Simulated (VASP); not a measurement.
Input of a VASP 6.6.1 run:

Contents of INCAR:

```
ALGO     = Fast           # electronic algorithm
EDIFF    = 1E-4           # SCF threshold, eV
EDIFFG   = -0.08          # ionic threshold
ENCUT    = 520            # plane-wave cutoff, eV
GGA      = PE             # functional
IBRION   = 2              # ionic algorithm
ISIF     = 3              # what is computed and relaxed
ISMEAR   = 0              # smearing method
LASPH    = T              # aspherical terms in the spheres
LCHARG   = F              # write CHGCAR
LREAL    = F              # projectors in reciprocal space
LWAVE    = F              # write WAVECAR
NELM     = 60             # most SCF steps
NSW      = 24             # ionic steps
PREC     = Normal         # precision mode
SIGMA    = 0.15           # smearing width, eV
```

File KPOINTS:

```
k-points
0
Gamma
  4 4 4
```

Contents of POSCAR:

```
Si7B
1.0
    5.9062991600      0.0000000000      0.0000000000
   -2.9531495800      5.1150051200      0.0000000000
    0.0000000000      0.0000000000      4.7758733000
Si B
7 1
Direct
    0.1659236700      0.3318473300      0.0000000000
    0.1659236700      0.8340763300      0.0000000000
    0.6681526700      0.8340763300      0.0000000000
    0.9896346700      0.4948173300      0.5000000000
    0.5051826700      0.4948173300      0.5000000000
    0.5051826700      0.0103653300      0.5000000000
    0.0000000000      0.0000000000      0.5000000000
    0.6666666700      0.3333333300      0.0000000000
```

Potentials or basis: VASP PAW PBE potentials, release 64 (Si, B).

Command:

```console
$ cat potpaw_PBE.64/Si/POTCAR potpaw_PBE.64/B/POTCAR > POTCAR
$ mpirun -np 1 vasp_std > vasp.out
```

**Question.** Estimate the relaxed volume.

**Answer.** 13.28 Å³/atom.

**Question.** Estimate the relaxed cell.

**Answer.** a = 5.262 Å, b = 5.262 Å, c = 4.432 Å, α = 90.00°, β = 90.00°, γ = 120.00°.

**Question.** Estimate the band gap on the k mesh.

**Answer.** None (metal or under the smearing width).

Stress tensor (GPa, compression positive):
```
-0.09  0.00  0.00
 0.00 -0.09  0.00
 0.00  0.00  0.18
```

Caveat: the volume moved by over 15 % at a fixed basis, so the end points are rough.
